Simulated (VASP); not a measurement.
Input:

```yaml
crystal:
  lattice:
    - [-1.70702, 1.70702, 1.70702]
    - [1.70702, -1.70702, 1.70702]
    - [1.70702, 1.70702, -1.70702]
  atoms:
    - { symbol: Ta, position: [0.00000, 0.00000, 0.00000] }
```

Calculation: vdW-DF2, VASP's PBE PAW potentials (set 64) (plane waves; VASP). Numerical set-up: 520 eV cut-off, 15×15×15 Γ-centred mesh, first-order Methfessel-Paxton smearing of 0.10 eV, potentials Ta_pv.

Question: Give the stress tensor in GPa (positive for a compressed cell).

Answer: 
```
-5.07   0.00   0.00
 0.00  -5.07   0.00
 0.00   0.00  -5.07
```
The pressure is its mean diagonal, -5.07 GPa.

The compound is Ta in the bcc structure. This cell is one point of a volume scan, at 1.03 of the reference volume.
